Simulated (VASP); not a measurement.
An input for Quantum ESPRESSO's pw.x (written as the equivalent of a VASP run, and not itself run):

```
&CONTROL
  calculation = 'vc-relax'
  pseudo_dir = './pseudo'
  outdir = './out'
  tprnfor = .true.
  tstress = .true.
  nstep = 60
  forc_conv_thr = 0.00078
/
&SYSTEM
  ibrav = 0
  nat = 5
  ntyp = 3
  ecutwfc = 84
  occupations = 'smearing'
  smearing = 'gaussian'
  degauss = 0.003675
  input_dft = 'pz'
/
&ELECTRONS
  conv_thr = 7.3e-08
  electron_maxstep = 100
/
&IONS
/
&CELL
/
ATOMIC_SPECIES
  Ba 137.327 Ba.upf
  Ti 47.867 Ti.upf
  O 15.999 O.upf
CELL_PARAMETERS angstrom
     3.9395050    0.0000000    0.0000000
     0.0000000    3.9395050    0.0000000
     0.0000000   -0.0000000    4.0034757
ATOMIC_POSITIONS crystal
  Ba   0.0000000  0.0000000  0.0002871
  Ti   0.5000000  0.5000000  0.5147173
  O    0.5000000  0.5000000  0.9771356
  O    0.0000000  0.5000000  0.4859300
  O    0.5000000  0.0000000  0.4859300
K_POINTS automatic
  5 5 5 0 0 0
```

### Question
Write the VASP files for the same calculation (LDA).

### Answer
One answer among several that fit: 
INCAR:
```
ALGO = Normal
EDIFF = 1E-6
EDIFFG = -0.02
ENCUT = 520
IBRION = 2
ISIF = 3
ISMEAR = 0
LASPH = .True.
LCHARG = .False.
LMAXMIX = 4
LREAL = .False.
LWAVE = .False.
NELM = 100
NSW = 60
PREC = Accurate
SIGMA = 0.05
SYSTEM = BaTiO3
```

File KPOINTS:
```
Automatic mesh
0
G
 5 5 5
0 0 0
```

### POSCAR
```
BaTiO3
1.0
  3.9395049782   0.0000000000   0.0000000000
  0.0000000000   3.9395049782   0.0000000000
  0.0000000000   0.0000000000   4.0034756799
Ba Ti O
1 1 3
Cart
  0.0000000000   0.0000000000   0.0011492241
  1.9697524891   1.9697524891   2.0606582210
  1.9697524891   1.9697524891   3.9119386198
  0.0000000000   1.9697524891   1.9454090048
  1.9697524891   0.0000000000   1.9454090048
```

POTCAR, in this order: Ba_sv Ti_sv O (LDA.64 set). Program: vasp_std.

What does not carry over: the potentials are each code's own (VASP's PAW set, PseudoDojo norm-conserving files in pw.x), so ENCUT and ecutwfc are chosen apart and not converted; conv_thr bounds pw.x's estimated SCF error, while EDIFF bounds the energy change between steps; forc_conv_thr acts on force components and is met together with etot_conv_thr.

The compound is BaTiO3 in the tetragonal perovskite structure. This run relaxes it. Symmetry was kept, so distortions that lower it aren't found. The start is the result of an earlier pass.
